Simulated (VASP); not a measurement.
# SnAu5: molecular dynamics

Wanted: temperature and structure of SnAu5 along a short trajectory. The start is a cell from a database of measured crystal structures.

Program: VASP 6.6.1. Level of theory: PBEsol; plane waves and PAW (Au, Sn). Results are calculated unless marked as measured.

### Step 1. The starting structure

Symmetry: R32, No. 155, trigonal system. Conventional cell: a = 5.092 Å, b = 5.092 Å, c = 14.333 Å, α = 90.00°, β = 90.00°, γ = 120.00°. Nearest to Au lie 10 Au at 2.88 to 2.97 Å and 2 Sn at 2.94 Å. Nearest to Au lie 9 Au at 2.91 to 2.94 Å and 3 Sn at 2.94 Å. Nearest to Sn lie 12 Au at 2.94 Å. Farther neighbours are not listed.

As a file:

```cif
data_structure
_symmetry_space_group_name_H-M 'P 1'
_symmetry_Int_Tables_number 1
_cell_length_a 5.6097
_cell_length_b 5.6097
_cell_length_c 5.6097
_cell_angle_alpha 53.983
_cell_angle_beta 53.983
_cell_angle_gamma 53.983
_cell_volume 107.28
loop_
_atom_site_label
_atom_site_type_symbol
_atom_site_fract_x
_atom_site_fract_y
_atom_site_fract_z
_atom_site_occupancy
Au1 Au 0.17365 0.82635 0.50000 1
Au2 Au 0.82635 0.50000 0.17365 1
Au3 Au 0.50000 0.17365 0.82635 1
Au4 Au 0.33070 0.33070 0.33070 1
Au5 Au 0.66930 0.66930 0.66930 1
Sn6 Sn 0.00000 0.00000 0.00000 1
```

### Step 2. Relax the host

The later steps need the crystal at this functional's own lattice; a raised cutoff keeps the stress reliable while the cell changes.

File INCAR:

```
SYSTEM = SnAu5
PREC = Accurate
ENCUT = 350
EDIFF = 1E-06
NELM = 120
ISMEAR = 1
SIGMA = 0.15
LREAL = .FALSE.
ALGO = Normal
GGA = PS
NBANDS = 36
LORBIT = 11
LWAVE = .FALSE.
LCHARG = .FALSE.
KPAR = 4
IBRION = 2
NSW = 40
ISIF = 3
EDIFFG = -0.02
POTIM = 0.4
```

File POSCAR:

```
SnAu5
1.0
    2.5460000000      1.4699337854      4.7776666667
   -2.5460000000      1.4699337854      4.7776666667
    0.0000000000     -2.9398675707      4.7776666667
Au Sn
5 1
Direct
    0.1736500000      0.8263500000      0.5000000000
    0.8263500000      0.5000000000      0.1736500000
    0.5000000000      0.1736500000      0.8263500000
    0.3307000000      0.3307000000      0.3307000000
    0.6693000000      0.6693000000      0.6693000000
    0.0000000000      0.0000000000      0.0000000000
```

File KPOINTS:

```
Automatic mesh
0
Gamma
6 6 6
0 0 0
```

PAW data sets: Au and Sn (PBE family, release 64).

Started as:

```bash
$ mpirun -np 4 vasp_std
```

Output:

```text
[banner, memory and clock lines left out]
running    4 mpi-ranks, on    1 nodes
 distrk:  each k-point on    1 cores,    4 groups
 distr:  one band on    1 cores,    1 groups

 POSCAR found type information on POSCAR AuSn
 POSCAR found :  2 types and       6 ions
|                                                                             |
|               ----> ADVICE to this user running VASP <----                  |
|                                                                             |
|     You enforced a specific xc type in the INCAR file but a different       |
|     [... a line on the potential file left out ...]
|     I HOPE YOU KNOW WHAT YOU ARE DOING!                                     |
|                                                                             |

 LDA part: xc-table for (Slater+PW92), standard interpolation
 POSCAR, INCAR and KPOINTS ok, starting setup
 FFT: planning ... GRIDC
 FFT: planning ... GRID_SOFT
 FFT: planning ... GRID
 WAVECAR not read
 entering main loop
       N       E                     dE             d eps       ncg     rms          rms(c)
DAV:   1     0.282654731855E+03    0.28265E+03   -0.23336E+04  2304   0.111E+03
DAV:   2    -0.166912136789E+02   -0.29935E+03   -0.28887E+03  2544   0.270E+02
DAV:   3    -0.261582478914E+02   -0.94670E+01   -0.93117E+01  2620   0.447E+01
DAV:   4    -0.262745179528E+02   -0.11627E+00   -0.11609E+00  2472   0.515E+00
DAV:   5    -0.262760814851E+02   -0.15635E-02   -0.15633E-02  2536   0.623E-01    0.191E+01
DAV:   6    -0.243120490588E+02    0.19640E+01   -0.64366E+00  2448   0.160E+01    0.124E+01
DAV:   7    -0.242123184964E+02    0.99731E-01   -0.23330E-01  2420   0.252E+00    0.623E+00
DAV:   8    -0.241856468350E+02    0.26672E-01   -0.44136E-02  2444   0.909E-01    0.246E-01
DAV:   9    -0.241845779646E+02    0.10689E-02   -0.37109E-03  2416   0.448E-01    0.949E-02
DAV:  10    -0.241844570501E+02    0.12091E-03   -0.83478E-04  2452   0.137E-01    0.307E-02
DAV:  11    -0.241844665508E+02   -0.95007E-05   -0.44813E-05  2504   0.360E-02    0.112E-02
DAV:  12    -0.241844697420E+02   -0.31913E-05   -0.19854E-06  1988   0.113E-02    0.459E-03
DAV:  13    -0.241844703221E+02   -0.58007E-06   -0.32631E-07  1280   0.506E-03
   1 F= -.24184470E+02 E0= -.24182893E+02  d E =-.241845E+02
 curvature:   0.00 expect dE= 0.000E+00 dE for cont linesearch  0.000E+00
 trial: gam= 0.00000 g(F)=  0.533E-03 g(S)=  0.508E-02 ort = 0.000E+00 (trialstep = 0.100E+01)
 search vector abs. value=  0.561E-02
 bond charge predicted
       N       E                     dE             d eps       ncg     rms          rms(c)
DAV:   1    -0.242302940610E+02   -0.45824E-01   -0.11213E+00  2368   0.663E+00    0.124E+00
DAV:   2    -0.241895928073E+02    0.40701E-01   -0.12448E-01  2436   0.235E+00    0.505E-01
DAV:   3    -0.241875215290E+02    0.20713E-02   -0.59633E-03  2448   0.437E-01    0.351E-01
DAV:   4    -0.241870905226E+02    0.43101E-03   -0.14104E-03  2488   0.183E-01    0.567E-02
DAV:   5    -0.241870818921E+02    0.86305E-05   -0.14448E-04  2428   0.820E-02    0.328E-02
DAV:   6    -0.241870844062E+02   -0.25141E-05   -0.18996E-05  2440   0.221E-02    0.112E-02
DAV:   7    -0.241870851783E+02   -0.77213E-06   -0.23310E-06  1648   0.968E-03
   2 F= -.24187085E+02 E0= -.24185177E+02  d E =-.261486E-02
[... from here on, the cycles between the ionic steps are left out ...]
   3 F= -.24187102E+02 E0= -.24185212E+02  d E =-.263120E-02
   4 F= -.24190133E+02 E0= -.24187964E+02  d E =-.303132E-02
   5 F= -.24199038E+02 E0= -.24198287E+02  d E =-.119366E-01
   6 F= -.24191540E+02 E0= -.24191506E+02  d E =-.443879E-02
   7 F= -.24202670E+02 E0= -.24202864E+02  d E =-.155687E-01
   8 F= -.24206440E+02 E0= -.24206456E+02  d E =-.376941E-02
   9 F= -.24207253E+02 E0= -.24207150E+02  d E =-.458261E-02
  10 F= -.24206673E+02 E0= -.24206527E+02  d E =-.400283E-02
  11 F= -.24207386E+02 E0= -.24207246E+02  d E =-.471567E-02
  12 F= -.24209699E+02 E0= -.24209500E+02  d E =-.231350E-02
  13 F= -.24210598E+02 E0= -.24210386E+02  d E =-.321194E-02
  14 F= -.24211606E+02 E0= -.24211419E+02  d E =-.100788E-02
  15 F= -.24211639E+02 E0= -.24211460E+02  d E =-.104140E-02
  16 F= -.24212004E+02 E0= -.24211820E+02  d E =-.364753E-03
  17 F= -.24212101E+02 E0= -.24211918E+02  d E =-.461905E-03
  18 F= -.24212328E+02 E0= -.24212179E+02  d E =-.227146E-03
  19 F= -.24212370E+02 E0= -.24212248E+02  d E =-.268678E-03
 curvature:  -1.45 expect dE=-0.374E-03 dE for cont linesearch -0.169E-08
 trial: gam= 0.81627 g(F)=  0.932E-04 g(S)=  0.165E-03 ort =-0.793E-06 (trialstep = 0.102E+01)
 search vector abs. value=  0.616E-03
 bond charge predicted
       N       E                     dE             d eps       ncg     rms          rms(c)
DAV:   1    -0.242130456728E+02   -0.67551E-03   -0.15431E-01  2304   0.180E+00    0.154E-01
DAV:   2    -0.242125602274E+02    0.48545E-03   -0.32621E-03  2456   0.371E-01    0.642E-02
DAV:   3    -0.242125312205E+02    0.29007E-04   -0.10632E-04  2436   0.543E-02    0.430E-02
DAV:   4    -0.242125254113E+02    0.58092E-05   -0.26786E-05  2476   0.231E-02    0.105E-02
DAV:   5    -0.242125260550E+02   -0.64367E-06   -0.12663E-06  1612   0.754E-03
  20 F= -.24212526E+02 E0= -.24212420E+02  d E =-.156190E-03
 trial-energy change:   -0.000156  1 .order   -0.000158   -0.000262   -0.000054
 step:   1.2819(harm=  1.2819)  dis= 0.00412  next Energy=   -24.212535 (dE=-0.165E-03)
 reached required accuracy - stopping structural energy minimisation
```

Run time: 2.1 min. Hardware: 4 MPI ranks of AMD EPYC 9R45, shared host; peak memory 0.88 GiB.

Lines that name or quote the potential files are left out of all logs, and their timing lines are given in words.

Parts of OUTCAR (step 2):

```text
ion  position               nearest neighbor table
   1  0.174  0.826  0.500-   2 2.88   3 2.88   4 2.91   5 2.91   6 2.94   6 2.94   4 2.94   5 2.94
                             3 2.97   2 2.97   2 2.97   3 2.97
   2  0.826  0.500  0.174-   1 2.88   3 2.88   5 2.91   4 2.91   6 2.94   6 2.94   5 2.94   4 2.94
                             1 2.97   3 2.97   3 2.97   1 2.97
   3  0.500  0.174  0.826-   1 2.88   2 2.88   4 2.91   5 2.91   6 2.94   6 2.94   4 2.94   5 2.94
                             1 2.97   2 2.97   2 2.97   1 2.97
   4  0.331  0.331  0.331-   3 2.91   2 2.91   1 2.91   6 2.94   6 2.94   6 2.94   5 2.94   5 2.94
                             5 2.94   3 2.94   1 2.94   2 2.94
   5  0.669  0.669  0.669-   2 2.91   3 2.91   1 2.91   6 2.94   6 2.94   6 2.94   4 2.94   4 2.94
                             4 2.94   2 2.94   1 2.94   3 2.94
   6  0.000  0.000  0.000-   5 2.94   5 2.94   4 2.94   4 2.94   5 2.94   4 2.94   1 2.94   1 2.94
                             3 2.94   2 2.94   2 2.94   3 2.94

  LATTYP: Found a trigonal (rhomboedric) cell.
 ALAT       =     5.6097165803
 COS(alpha) =     0.5880306043

 Subroutine GETGRP returns: Found  6 space group operations
 (whereof  6 operations were pure point group operations)

The static configuration has the point symmetry D_3 .

 Found     32 irreducible k-points:

   k-points           NKPTS =     32   k-points in BZ     NKDIM =     32   number of bands    NBANDS=     36

   dimension x,y,z NGX =    36 NGY =   36 NGZ =   36
   dimension x,y,z NGXF=    72 NGYF=   72 NGZF=   72

   ENCUT  =  350.0 eV  25.72 Ry    5.07 a.u.   8.56  8.56  8.56*2*pi/ulx,y,z

   NELECT =      59.0000    total number of electrons

 k-points in reciprocal lattice and weights: Automatic mesh
   0.00000000  0.00000000  0.00000000       0.005
   0.16666667  0.00000000 -0.00000000       0.028
   0.33333333 -0.00000000  0.00000000       0.028
   0.50000000 -0.00000000 -0.00000000       0.014
   0.16666667  0.16666667 -0.00000000       0.028
   0.33333333  0.16666667  0.00000000       0.056
   0.50000000  0.16666667 -0.00000000       0.056
  -0.33333333  0.16666667  0.00000000       0.056
  -0.16666667  0.16666667  0.00000000       0.028
[...]
-0.33333333  0.50000000  0.33333333       0.028
   0.50000000  0.50000000  0.50000000       0.005

 average (electrostatic) potential at core
       1 -64.5007       2 -64.5007       3 -64.5007       4 -64.5971       5 -64.5971
       6 -40.2747

 E-fermi :   9.0410

 k-point     1 :       0.0000    0.0000    0.0000
  band No.  band energies     occupation
    ...
     24       6.4194      2.00000
     25       6.4398      2.00000
     26       6.4398      2.00000
     27       7.0489      2.00000
     28       8.3544      2.00000
     29      10.0010     -0.00000
     30      10.0010     -0.00000
     31      10.9759     -0.00000
     32      11.2137     -0.00000
     33      11.4919     -0.00000
    ...

 k-point     2 :       0.1667    0.0000   -0.0000
  band No.  band energies     occupation
    ...
     25       6.4019      2.00000
     26       6.5240      2.00000
     27       7.6885      2.00000
     28       8.0982      2.00000
     29       9.0171      1.26636
     30       9.4631     -0.00051
     31      10.7280     -0.00000
     32      11.1563     -0.00000
     33      11.6769     -0.00000
     34      11.8723     -0.00000
    ...

 k-point     3 :       0.3333   -0.0000    0.0000
  band No.  band energies     occupation
    ...
     26       6.6165      2.00000
     27       7.0397      2.00000
     28       7.9083      2.00000
     29       8.4423      2.00000
     30       8.8974      2.04031
     31      10.1899     -0.00000
     32      10.5747     -0.00000
     33      11.6331     -0.00000
     34      12.2558      0.00000
     35      12.6962      0.00000
    ...

  Total        0.0491840      0.0491840     -0.0531256      0.0000000     -0.0000000      0.0000000
  in kB        0.7354391      0.7354391     -0.7943771      0.0000000     -0.0000000      0.0000000
  external PRESSURE =       0.2255004 kB  Pullay stress =       0.0000000 kB

  energy-cutoff  :      350.00
  volume of cell :      107.15
      direct lattice vectors                 reciprocal lattice vectors
     2.589810558  1.495227823  4.611699279     0.193064314  0.111465734  0.072279937
    -2.589810558  1.495227823  4.611699279    -0.193064314  0.111465734  0.072279937
     0.000000000 -2.990455646  4.611699279     0.000000000 -0.222931468  0.072279937

 POSITION                                       TOTAL-FORCE (eV/Angst)
 -----------------------------------------------------------------------------------
     -1.67901      0.00000      6.91755        -0.002884      0.000000      0.000000
      0.83951      1.45407      6.91755         0.001442      0.002498     -0.000000
      0.83951     -1.45407      6.91755         0.001442     -0.002498      0.000000
      0.00000      0.00000      4.56149        -0.000000     -0.000000     -0.014811
      0.00000      0.00000      9.27361        -0.000000      0.000000      0.014811
      2.58981      1.49523      4.61170        -0.000000      0.000000      0.000000
 -----------------------------------------------------------------------------------
    total drift:                               -0.000000      0.000000     -0.000000

  FREE ENERGIE OF THE ION-ELECTRON SYSTEM (eV)
  ---------------------------------------------------
  free  energy   TOTEN  =       -24.2125260550 eV

  energy  without entropy=      -24.2122069756  energy(sigma->0) =      -24.21241970

 reached required accuracy - stopping structural energy minimisation

 total charge
# of ion       s       p       d       tot
------------------------------------------
    1        0.547   0.356   8.750   9.652
    2        0.547   0.356   8.750   9.652
    3        0.547   0.356   8.750   9.652
    4        0.573   0.358   8.736   9.668
    5        0.573   0.358   8.736   9.668
    6        1.407   1.480   0.249   3.135
--------------------------------------------------
tot          4.194   3.263  43.971  51.428

[... 3 further parts left out ...]
```

CONTCAR:

```
SnAu5
   1.00000000000000
     2.5898105584358007    1.4952278231061726    4.6116992793468423
    -2.5898105584358007    1.4952278231061726    4.6116992793468423
     0.0000000000000000   -2.9904556461141274    4.6116992793479152
  Au              Sn
     5     1
Direct
     0.1758424410020428    0.8241575589979572    0.5000000000000000
     0.8241575589979572    0.5000000000000001    0.1758424410020428
     0.4999999999999999    0.1758424410020428    0.8241575589979572
     0.3297042230071776    0.3297042230071776    0.3297042230071777
     0.6702957769928225    0.6702957769928225    0.6702957769928225
     1.0000000000000000    0.0000000000000000    0.0000000000000000
```

This run has no spin polarisation. Its electron count is odd, so without a moment it is a metal by construction. The k-mesh is coarse for a metal. The PAW data sets were made with PBE, which is usual practice but a small mismatch for other functionals. The data set Sn keeps the semicore shell frozen, which is cheaper and a little less accurate. The run keeps the 6 symmetry operations of its start, so it cannot find a distortion of lower symmetry.

Step by step:

```
step  energy less that of the first step (eV)  largest force (eV/Å)  pressure (GPa)  volume (Å³)
   1                                   0.0000                0.0561           -0.59       107.28
   2                                  -0.0026                0.0338            0.54       106.46
   3                                  -0.0026                0.0354            0.47       106.52
   4                                  -0.0057                0.0095            0.43       106.54
   5                                  -0.0146                0.0977            0.39       106.61
   6                                  -0.0071                0.2746            0.87       106.67
   7                                  -0.0182                0.1529            0.46       106.64
   8                                  -0.0220                0.1498           -0.03       107.04
   9                                  -0.0228                0.1486           -0.25       107.24
  10                                  -0.0222                0.1459           -0.70       107.65
  11                                  -0.0229                0.1481           -0.36       107.35
  12                                  -0.0252                0.1121           -0.03       107.15
  13                                  -0.0261                0.0704            0.34       106.93
  14                                  -0.0271                0.0338           -0.06       107.23
  15                                  -0.0272                0.0375           -0.16       107.30
  16                                  -0.0275                0.0446           -0.01       107.19
  17                                  -0.0276                0.0505            0.11       107.10
  18                                  -0.0279                0.0402           -0.03       107.19
  19                                  -0.0279                0.0333           -0.12       107.25
  20                                  -0.0281                0.0148            0.02       107.15
```

```
conventional cell, symmetrised  before   after  change
                         a (Å)   5.092   5.180  +1.7 %
                         b (Å)   5.092   5.180  +1.7 %
                         c (Å)  14.333  13.835  -3.5 %
              volume (Å³/atom)   17.88   17.86  -0.1 %
```

The atoms that moved most (Å, as changes of fractional coordinates times the final cell):

```
atom      dx      dy      dz  length
 Au4   0.000   0.000  -0.014   0.014
 Au5   0.000   0.000   0.014   0.014
 Au1   0.011   0.000   0.000   0.011
 Au2  -0.006  -0.010   0.000   0.011
 Au3  -0.006   0.010   0.000   0.011
```

The relaxed structure:

```xyz
6
Lattice="2.5898 1.4952 4.6117 -2.5898 1.4952 4.6117 0.0000 -2.9905 4.6117" Properties=species:S:1:pos:R:3 pbc="T T T"
Au   -1.6790    0.0000    6.9175
Au    0.8395    1.4541    6.9175
Au    0.8395   -1.4541    6.9175
Au    0.0000    0.0000    4.5615
Au    0.0000    0.0000    9.2736
Sn    0.0000    0.0000    0.0000
```

This step gave:

```yaml
electronic_cycles: 124
electrons: 59
free_energy_toten: -24.21 eV
energy_at_zero_smearing: -24.21 eV
fermi_energy: 9.041 eV
labelled_metallic_from_the_levels_on_this_mesh: yes
```

The run ended after 20 ionic steps, 0.028 eV below its first step, once forces and stress met EDIFFG = -0.02.

(Part 1 of 3 ends here.)

[Lines on the potential files, build, host, timing and source positions are cut from VASP's logs without a mark.]

[Logs are printed without paths, hosts, clocks, repeated set-up lines and the standing remarks that a program may print on its own settings, such as how far it seeks lower states.]

[Hosts, paths, dates, database ids (printed as entryN), source tags and the programs' standing remarks are cut or masked in the printed files.]

[Runs that stopped without an error message from VASP are left out.]
